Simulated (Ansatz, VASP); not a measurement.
# Cross-check of GaIr between VASP and Ansatz, part 2 of 2

One calculation is typed for both programs; each brings its own data sets. How far apart do they land? The cell is taken from a series of runs on this material, whose earlier steps may have relaxed, scaled, displaced or heated it; both programs get it as it stands.

VASP 6.6.1 and Ansatz 0.2.0.

So far: Set-up; VASP: zone-centre phonons, PBEsol.

### Step 3. Ansatz: zone-centre phonons, PBEsol

Level of this step: Ansatz beside VASP: Kohn-Sham DFT, plane waves, PBEsol (Ansatz).

Ansatz runs on its default PAW (the set named soft_2) files.

The same cell, functional, mesh and smearing now go to Ansatz, which takes its cutoff from its data sets.

File input.yaml:

```yaml
crystal:
  lattice:
    - [3.0191639177, 0.0, 0.0]
    - [0.0, 3.0191639177, 0.0]
    - [0.0, 0.0, 3.0191639177]
  atoms:
    - { symbol: Ga, position: [0.0, 0.0, 0.0] }
    - { symbol: Ir, position: [0.5, 0.5, 0.5] }
kpoints:
  mp_grid: { grid: [16, 16, 16] }
hamiltonian:
  xc: pbesol
scf:
  occupations: { method: fermi_dirac, width: 0.1 }
output:
  eigenvalues: true
phonons:
  method: dfpt
  qpoints:
    - [0, 0, 0]
    - [0.0, 0.0625, 0.0]
    - [0.0, 0.1875, 0.0]
    - [0.0, 0.3125, 0.0]
    - [0.0, 0.4375, 0.0]
```

The run is started by

```
$ ansatz run input.yaml --threads 4 --pin off --max-ram 8192MiB --backend cpu --events-out ev --progress --plain --runs-dir out
```

Numbers of over 12 decimals in the logs are rounded to 6 here.

What it wrote:

```text
Engine: ansatz 0.2.0, aarch64-unknown-linux-gnu
Pseudopotentials: kind: paw
Pseudopotential: Ga, paw, valence charge 13, recommended cutoff 420 eV (normal), Ga.paw.azcp
Pseudopotential: Ir, paw, valence charge 17, recommended cutoff 420 eV (normal), Ir.paw.azcp
Functional definition: PBEsol
  exchange = pbesol_x
  correlation = pbesol_c
Crystal: 2 atoms, lattice volume = 27.521 Å³
Basis set: ecut = 420 eV, 515 PW (Γ), exchange–correlation on 48×48×48 points (8 copies of the dense FFT grid, shifted against one another)
Bands: 19, of which v1, the nominal top of the filled ones, is band 15 counted from 1 (14 counted from 0)
Symmetry: 48 space group operations
k-points: 165 of 4096
Non-local potential: Ga, projectors of the file, l = 0: 2, l = 1: 2, l = 2: 3, l = 3: 1
Non-local potential: Ir, projectors of the file, l = 0: 3, l = 1: 2, l = 2: 2, l = 3: 1
PAW form: soft (Blöchl's): semilocal exchange-correlation on the pseudo side does not see the compensation charge
PAW frozen core: Ga, regenerated for the run's functional, and the local potential with it (the file was generated under x = pbe(κ = 0.804, μ = 0.219515), c = pbe(β = 0.066725))
PAW frozen core: Ir, regenerated for the run's functional, and the local potential with it (the file was generated under x = pbe(κ = 0.804, μ = 0.219515), c = pbe(β = 0.066725))
PAW one-centre angular grid: Ga, 590 points (default); XC on 64 Gauss nodes
PAW one-centre angular grid: Ir, 590 points (default); XC on 64 Gauss nodes
Initial density: superposition of atomic densities (neutral atoms: chi_scale 0, normalization atom), corrected by the library's trained network
Initial wavefunctions: pseudopotential atomic-orbital guess
Functional: x = pbesol(κ = 0.804, μ = 0.123457), c = pbesol(β = 0.046)
SCF iter   1: F=—  HF=-15543.049430 eV  |F-HF|=—  |Δ(HF+E_count)|=         —  Δρ=7.98e-3  dr2=1.49e-2  ethr=1.77e-3  ⟨swp⟩=4.6  Hψ=12757  notcnv=0
preconditioner: auto → none  [metal: Δε(μ)=0.039 eV  Ē_g=14.426 eV  σ=0.100 eV  W_gap=0.10  n_scr=6 (ndim 8)  ℏωp=33.2 eV  f_vac=0.000  D(μ)=0.64/eV (n_scr^D=0)  sad-step TF]
SCF iter   2: F=—  HF=-15543.047701 eV  |F-HF|=—  |Δ(HF+E_count)|=   1.73e-3  Δρ=4.65e-3  dr2=6.96e-3  ethr=4.96e-5  ⟨swp⟩=1.2  Hψ=4620  notcnv=0
SCF iter   3: F=—  HF=-15543.046585 eV  |F-HF|=—  |Δ(HF+E_count)|=   1.12e-3  Δρ=1.92e-3  dr2=5.36e-4  ethr=2.32e-5  ⟨swp⟩=2.1  Hψ=4851  notcnv=0
SCF iter   4: F=—  HF=-15543.046103 eV  |F-HF|=—  |Δ(HF+E_count)|=   4.82e-4  Δρ=2.90e-4  dr2=1.12e-5  ethr=1.79e-6  ⟨swp⟩=2.0  Hψ=4589  notcnv=0
SCF iter   5: F=—  HF=-15543.046102 eV  |F-HF|=—  |Δ(HF+E_count)|=   6.64e-7  Δρ=4.51e-5  dr2=1.65e-7  ethr=3.72e-8  ⟨swp⟩=2.2  Hψ=4601  notcnv=0
SCF iter   6: F=—  HF=-15543.046104 eV  |F-HF|=—  |Δ(HF+E_count)|=   2.07e-6  Δρ=4.86e-6  dr2=2.50e-9  ethr=5.50e-10  ⟨swp⟩=2.5  Hψ=5619  notcnv=0
SCF iter   7: F=-15543.046104 eV  HF=-15543.046104 eV  |F-HF|=9.09e-12  |Δ(HF+E_count)|=  5.80e-10  Δρ=3.05e-7  dr2=6.58e-12  ethr=1.00e-12  ⟨swp⟩=4.4  Hψ=16656  notcnv=0
SCF 1 converged in 7 iterations: F = -15543.046104 eV  dr2 = 6.58e-12
  greatest PAW one-centre occupation: 1.000 electrons in one spin orbital (limit 2), on the Ir atom at site 1 (counted from 0), in its partial waves of l = 0
NSCF: frozen V_eff on 165 k-points
NSCF: frozen V_eff on 405 k-points
DFPT response loops at q = (0, 0, 0) (fractional): preconditioner auto → Kerker (q_TF=auto, 2.768 Å⁻¹) (partly filled bands, converged f_vac=0.000); β = 1.00, the filter's whole step (`scf.mixing.beta` (0.50) is not read by the response loops under this deck's `scf.mixing.preconditioner`; to damp them name `kerker` or `kerker_dos`, under which they read `scf.mixing.beta`, and type it under 1.00, their step now; both keys bind the ground state too); Broyden in place of MSR1
NSCF: frozen V_eff on 2592 k-points
DFPT response loops at q = (0, 0.0625, 0) (fractional): mixed as the last ones told, above
NSCF: frozen V_eff on 2592 k-points
DFPT response loops at q = (0, 0.1875, 0) (fractional): mixed as the last ones told, above
NSCF: frozen V_eff on 2592 k-points
DFPT response loops at q = (0, 0.3125, 0) (fractional): mixed as the last ones told, above
NSCF: frozen V_eff on 2592 k-points
DFPT response loops at q = (0, 0.4375, 0) (fractional): mixed as the last ones told, above
SCF converged after 7 iterations
Free energy (F): -15543.046104 eV
Harris-Foulkes:  -15543.046104 eV  (|F-HF|=9.09e-12)
Internal energy: -15543.022910 eV  (E = F + TS)
E sigma→0 (E₀):  -15543.034507 eV
Entropy (-TS):   -0.023194 eV (-11.597 meV/atom)
Fermi energy:    20.556693 eV
--- Per-component energies (eV) ---
  E_band       = -73.610242
  E_kinetic    = 744.192481
  E_local      = -2629.827627  (includes V_loc(G=0)·N_el)
  E_nonlocal   = 504.057348
  E_hartree    = 1158.895517
  E_xc         = -336.451145
  E_vxc        = -359.798257  (∫ρ·V_xc dr)
  E_paw        = -11040.859509  (= ΣΔE_a)
  E_vpaw       = -650.025093  (= ΣTr[D̂ρ^β])
  E_aug_tail   = -0.000070  (compensation charges beyond the density's cutoff)
  E_ewald      = -3944.158166
  E_core_change = 1.128263  (= ΣΔE_core)
  E_smearing   = -0.023194  (= −TS)
  E_closure    = 0.000000  (closes the sum)
  Σ components = -15543.046104   (vs F -15543.046104, Δ=0.00e0)
--- Band table (eV; the first three rows and the last of 165) ---
  k-point 0: bands = [... 11 lower, 15.4006, 19.1222, 19.1222, 19.1222, 24.3358, 24.3358, 24.3358, 29.8123]
  k-point 1: bands = [... 11 lower, 15.4223, 18.9916, 18.9916, 19.1241, 23.8846, 24.5433, 24.5433, 30.1653]
  k-point 2: bands = [... 11 lower, 15.4645, 18.6592, 18.6592, 19.1292, 22.8972, 25.1067, 25.1067, 30.7540]
  k-point 164: bands = [... 11 lower, 13.8881, 18.8430, 20.4950, 20.4950, 24.0152, 24.0152, 24.0152, 26.8385]
--- Phonons (Γ-DFPT): 2 representative perturbations + reference (Σ response iterations 6) ---
  ASR residual: 2.723e-4 → 0.000e0 eV/Å²; symmetrization residual: 7.270e-6 eV/Å²
  ASR residual per site (eV/Å²): 1.19e-4 2.72e-4
  Γ frequencies (cm⁻¹): 0.00 0.00 0.00 179.08 179.08 179.08
  non-analytic LO–TO correction: not included (Born effective charges unavailable; polar crystals: no LO–TO splitting at Γ)
--- Phonons (arbitrary-q DFPT): 5 explicit q-points ---
  q = [0, 0, 0] (of the zone-centre solve; hermiticity 2.41e-6, symmetrization 2.42e-12): -0.00 -0.00 0.00 179.08 179.08 179.08
  q = [0, 0.0625, 0] (4 solved perturbations in 4032 linear systems a pass and spin channel, the states on 1296 of 4096 k-point pairs; hermiticity 1.30e-6, symmetrization 3.98e-11): 14.78 14.78 28.91 178.86 178.86 182.98
  q = [0, 0.1875, 0] (4 solved perturbations in 4032 linear systems a pass and spin channel, the states on 1296 of 4096 k-point pairs; hermiticity 8.75e-8, symmetrization 4.06e-11): 43.31 43.31 84.03 176.73 176.73 210.61
  q = [0, 0.3125, 0] (4 solved perturbations in 4032 linear systems a pass and spin channel, the states on 1296 of 4096 k-point pairs; hermiticity 7.72e-7, symmetrization 3.91e-11): 67.48 67.48 128.46 173.13 173.13 239.07
  q = [0, 0.4375, 0] (4 solved perturbations in 4032 linear systems a pass and spin channel, the states on 1296 of 4096 k-point pairs; hermiticity 2.15e-7, symmetrization 1.78e-12): 81.07 81.07 154.79 170.83 170.83 254.48
  sum rule: each row above includes the acoustic sum rule's correction from the zone centre's row sums; it moved no ω² by more than (0.68 cm⁻¹)²
```

The column dr2 measures how far the density is from self-consistency, as an energy; F and HF (Harris–Foulkes) agree once it is small.

### Step 4. Side by side

Known differences besides the potentials themselves: the data sets hold 30 valence electrons in Ansatz (on its default PAW (the set named soft_2) files) and 22 in VASP; the cutoff is 420 eV in Ansatz and 500 eV in VASP; Ansatz makes its cores anew for this functional, VASP keeps those of its PBE data sets. Total energies have different zeros and are not compared.

Both answers:

```
                  quantity  Ansatz   VASP  difference
optical mode 1 to 3 (cm⁻¹)   179.1  181.0     -1.08 %
```

Modes are paired by rising frequency, not by their patterns, so a pair may set unlike modes beside each other; they are those without the splitting of longitudinal modes.

### Step 5. Summary of results

```
r.m.s. difference of the optical zone-centre modes, each program's sorted by frequency (zone-centre phonons, PBEsol) : 2.0 cm⁻¹
difference in optical mode 1 to 3 (zone-centre phonons, PBEsol)                                                      : -1.1 %
```

**Reading.** The r.m.s. difference of the optical zone-centre modes, each program's sorted by frequency is 2.0 cm⁻¹ (zone-centre phonons, PBEsol). The data sets hold unlike numbers of valence electrons (30 in Ansatz and 22 in VASP), so part of the differences comes from the potentials. Among the rows given in per cent, the largest difference of the zone-centre phonons, PBEsol pair is in optical mode 1 to 3, -1.1 %. 1 further run of this series is not shown here. How closely two codes agree says nothing of how well the functional describes the real material.

[Lines on the potential files, build, host, timing and source positions are cut from VASP's logs without a mark.]

[Logs are printed without paths, hosts, clocks, repeated set-up lines and the standing remarks that a program may print on its own settings, such as how far it seeks lower states.]

[Hosts, paths, dates, database ids (printed as entryN), source tags and the programs' standing remarks are cut or masked in the printed files.]
